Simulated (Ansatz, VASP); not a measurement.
## NaMg6Ti: VASP beside Ansatz

INCAR

```
SYSTEM = NaMg6Ti
PREC     = Accurate       ! precision mode
ENCUT    = 520            ! plane-wave cutoff, eV
EDIFF    = 1E-7           ! SCF threshold, eV
ISMEAR   = -1             ! smearing method
SIGMA    = 0.05           ! smearing width, eV
LREAL    = .FALSE.        ! projectors in reciprocal space
LASPH    = .TRUE.         ! aspherical terms in the spheres
NELM     = 60             ! most SCF steps
ALGO     = Normal         ! electronic algorithm
ISIF     = 2              ! what is computed and relaxed
LWAVE    = .FALSE.        ! write WAVECAR
LCHARG   = .FALSE.        ! write CHGCAR
GGA      = PE             ! functional
NBANDS   = 26             ! bands
```

KPOINTS

```
regular mesh
0
G
  5 5 5
  0 0 0
```

Contents of POSCAR:

```
NaMg6Ti
1.0
    5.1568040000      0.0000000000      0.0000000000
    0.0000000000      3.1992795000      5.5539075000
    0.0000000000     -3.1992795000      5.5539075000
Ti Mg Na
1 6 1
Direct
   -0.0033760000      0.8397310000      0.8425110000
    0.5022700000      0.1757360000      0.1727570000
    0.5058090000      0.1480330000      0.6695540000
    0.4934630000      0.6737480000      0.1497340000
   -0.0129400000      0.3229040000      0.3422110000
   -0.0037590000      0.3308820000      0.8363440000
   -0.0037340000      0.8275430000      0.3257690000
    0.5058680000      0.6632910000      0.6622050000
```

input.yaml

```yaml
crystal:
  lattice:
    - [5.156804, 0.0, 0.0]
    - [0.0, 3.1992795, 5.5539075]
    - [0.0, -3.1992795, 5.5539075]
  atoms:
    - { symbol: Ti, position: [-0.003376, 0.839731, 0.842511] }
    - { symbol: Mg, position: [0.50227, 0.175736, 0.172757] }
    - { symbol: Mg, position: [0.505809, 0.148033, 0.669554] }
    - { symbol: Mg, position: [0.493463, 0.673748, 0.149734] }
    - { symbol: Mg, position: [-0.01294, 0.322904, 0.342211] }
    - { symbol: Mg, position: [-0.003759, 0.330882, 0.836344] }
    - { symbol: Mg, position: [-0.003734, 0.827543, 0.325769] }
    - { symbol: Na, position: [0.505868, 0.663291, 0.662205] }
hamiltonian:
  xc: pbe
  pseudopotentials: { kind: paw }
kpoints:
  mp_grid: { grid: [5, 5, 5] }
scf:
  occupations: { method: fermi_dirac, width: 0.05 }
output:
  forces: true
  stress: true
  eigenvalues: true
```

Change from the starting cell: atoms moved at random, drawn with an rms of 0.05 Å.

Alike in both runs: task single point; functional PBE; k mesh 5 × 5 × 5; occupations fermi-dirac, width 0.05 eV; no spin polarisation.

|  | VASP | Ansatz |
| --- | --- | --- |
| version | VASP 6.6.1 | Ansatz 0.2.0 |
| potentials or method | VASP PAW PBE potentials, release 64 (Ti_sv, Mg, Na_pv) | Ansatz PAW |
| plane-wave cutoff (eV) | 520 | 420 |
| valence electrons in the cell | 31 | 81 |

Ansatz gave:

| Item | Value |
| --- | --- |
| gap on the k mesh at the Fermi level (eV) | none |
| pressure (GPa) | -0.1 |
| largest component of the traceless stress (GPa) | 0.36 |
| rms of the force components (eV/Å) | 0.117 |

**Question.** Which values does VASP return?

**Answer.** gap on the k mesh at the Fermi level (eV): none; pressure (GPa): -0.2; largest component of the traceless stress (GPa): 0.37; rms of the force components (eV/Å): 0.117.

Atom by atom the forces differ by 0.001 eV/Å (rms over components). A gap of «none» marks a metal or a gap that the smearing closes. The two sets of potentials don't hold the same shells in valence.
